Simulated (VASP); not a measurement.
A convergence study with VASP on SnO2 (rutile): a few settings are varied, all else stays as given below, so the limit is that of these other settings. The cell's lengths are 1 % over those of the tabulated start and one atom is moved, so it is off equilibrium.

```yaml
crystal:
  lattice:
    - [4.78740, 0.00000, 0.00000]
    - [0.00000, 4.78740, 0.00000]
    - [0.00000, 0.00000, 3.22190]
  atoms:
    - { symbol: Sn, position: [0.00000, 0.00000, 0.00000] }
    - { symbol: Sn, position: [0.50000, 0.50000, 0.50000] }
    - { symbol: O, position: [0.30700, 0.30700, 0.00000] }
    - { symbol: O, position: [0.80700, 0.19300, 0.50000] }
    - { symbol: O, position: [0.19300, 0.80700, 0.50000] }
    - { symbol: O, position: [0.70566, 0.69300, 0.00000] }
```

Level of theory: LDA (Ceperley-Alder, Perdew-Zunger), VASP's LDA PAW potentials (set 64) (plane waves; VASP 6.6.1). The last row used: 700 eV cut-off, 4×4×6 Γ-centred mesh, Gaussian smearing of 0.050 eV, potentials Sn_d O.

```tsv
setting	E (eV/atom)	pressure (GPa)	largest force (eV/Å)	electronic steps
ALGO = Normal, EDIFF = 1E-2	-7.0401	-6.96	0.896	10
ALGO = Normal, EDIFF = 1E-3	-7.0401	-6.51	0.890	10
ALGO = Normal, EDIFF = 1E-4	-7.0401	-6.54	0.890	11
ALGO = Normal, EDIFF = 1E-5	-7.0401	-6.58	0.890	12
ALGO = Normal, EDIFF = 1E-6	-7.0401	-6.62	0.890	13
ALGO = Normal, EDIFF = 1E-8	-7.0401	-6.58	0.891	16
ALGO = Normal, EDIFF = 1E-9	-7.0401	-6.58	0.891	17
ALGO = Fast, EDIFF = 1E-2	-7.0403	-7.06	0.876	10
ALGO = Fast, EDIFF = 1E-3	-7.0401	-6.27	0.886	12
ALGO = Fast, EDIFF = 1E-4	-7.0401	-6.62	0.889	13
ALGO = Fast, EDIFF = 1E-5	-7.0401	-6.52	0.890	15
ALGO = Fast, EDIFF = 1E-6	-7.0401	-6.56	0.890	17
ALGO = Fast, EDIFF = 1E-7	-7.0401	-6.58	0.890	18
ALGO = Fast, EDIFF = 1E-8	-7.0401	-6.58	0.891	19
ALGO = Fast, EDIFF = 1E-9	-7.0401	-6.58	0.891	21
ALGO = All, EDIFF = 1E-2	-7.0399	-6.12	0.877	12
ALGO = All, EDIFF = 1E-3	-7.0401	-6.84	0.897	13
ALGO = All, EDIFF = 1E-4	-7.0401	-6.56	0.889	15
ALGO = All, EDIFF = 1E-5	-7.0401	-6.61	0.890	16
ALGO = All, EDIFF = 1E-6	-7.0401	-6.58	0.890	19
ALGO = All, EDIFF = 1E-7	-7.0401	-6.58	0.891	21
ALGO = All, EDIFF = 1E-8	-7.0401	-6.58	0.891	23
ALGO = All, EDIFF = 1E-9	-7.0401	-6.58	0.891	25
```

Left out are rungs that failed or repeat a setting and relaxations that didn't move; long series are thinned to 24 rows.

The compound is SnO2 in the rutile structure. The cell was not relaxed at this level, it is distorted from the ideal structure.
